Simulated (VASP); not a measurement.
Calculation: PBE GGA, VASP's PBE PAW potentials (set 64) (plane waves; VASP).

The input files of a VASP run:

KPOINTS:
```
Automatic mesh
0
gamma
 13 13 13
```

**INCAR**
```
SYSTEM = Ca
PREC = Normal
ENCUT = 400
EDIFF = 1E-5
NELM = 100
ALGO = Fast
LREAL = .FALSE.
LASPH = .TRUE.
ISMEAR = 1
SIGMA = 0.1
GGA = PE
LWAVE = .FALSE.
LCHARG = .FALSE.
NELMIN = 4
IBRION = 2
ISIF = 2
NSW = 20
EDIFFG = -0.03
```

**POSCAR**
```
Ca
1
   -0.0000000000     2.7624366713     2.7624366713
    2.7624366713    -0.0000000000     2.7624366713
    2.7624366713     2.7624366713    -0.0000000000
Ca
1
Direct
  0.0000000000   0.0000000000   0.0000000000
```

POTCAR, in this order: Ca_sv (PBE.64 set). Program: vasp_std.

Output of the run:

File OSZICAR:
```
       N       E                     dE             d eps       ncg     rms          rms(c)
DAV:   1     0.546576535182E+02    0.54658E+02   -0.45495E+03  1512   0.834E+02
DAV:   2    -0.920049728553E+00   -0.55578E+02   -0.55348E+02  1582   0.211E+02
DAV:   3    -0.190783261425E+01   -0.98778E+00   -0.97781E+00  2367   0.298E+01
DAV:   4    -0.193917833843E+01   -0.31346E-01   -0.31323E-01  2260   0.423E+00
DAV:   5    -0.193988631119E+01   -0.70797E-03   -0.70757E-03  2463   0.354E-01    0.221E+00
RMM:   6    -0.193195981441E+01    0.79265E-02   -0.93227E-03  1515   0.127E+00    0.138E+00
RMM:   7    -0.192966318918E+01    0.22966E-02   -0.21960E-02  1517   0.218E+00    0.115E-01
RMM:   8    -0.192931351420E+01    0.34967E-03   -0.55116E-03  1637   0.103E+00    0.301E-02
RMM:   9    -0.192945767614E+01   -0.14416E-03   -0.18214E-03  1779   0.476E-01    0.298E-02
RMM:  10    -0.192949397268E+01   -0.36297E-04   -0.41641E-04  1755   0.179E-01    0.213E-02
RMM:  11    -0.192950470721E+01   -0.10735E-04   -0.15375E-04  1651   0.120E-01    0.206E-02
RMM:  12    -0.192950820902E+01   -0.35018E-05   -0.50447E-05  1266   0.416E-02
   1 F= -.19295082E+01 E0= -.19293381E+01  d E =-.192951E+01
```

File OUTCAR:
```
------------------------ aborting loop because EDIFF is reached ----------------------------------------
  FORCE on cell =-STRESS in cart. coord.  units (eV):
  Direction    XX          YY          ZZ          XY          YZ          ZX
  --------------------------------------------------------------------------------------
  Total       -0.0050544     -0.0050544     -0.0050544      0.0000000     -0.0000000      0.0000000
  in kB       -0.1920761     -0.1920761     -0.1920761      0.0000000     -0.0000000      0.0000000
  external PRESSURE =      -0.1920761 kB  Pullay stress =       0.0000000 kB
  volume of cell :       42.16
      direct lattice vectors                 reciprocal lattice vectors
     0.000000000  2.762436671  2.762436671    -0.180999624  0.180999624  0.180999624
     2.762436671  0.000000000  2.762436671     0.180999624 -0.180999624  0.180999624
     2.762436671  2.762436671  0.000000000     0.180999624  0.180999624 -0.180999624
 POSITION                                       TOTAL-FORCE (eV/Angst)
 -----------------------------------------------------------------------------------
      0.00000      0.00000      0.00000         0.000000     -0.000000      0.000000
 -----------------------------------------------------------------------------------
    total drift:                                0.000000      0.000000      0.000000
  FREE ENERGIE OF THE ION-ELECTRON SYSTEM (eV)
  ---------------------------------------------------
  free  energy   TOTEN  =        -1.9295082090 eV

  energy  without entropy=       -1.9289979723  energy(sigma->0) =       -1.92933813

 reached required accuracy - stopping structural energy minimisation
```
(Selected blocks of OUTCAR.)

The compound is Ca in the fcc structure. It was relaxed first.
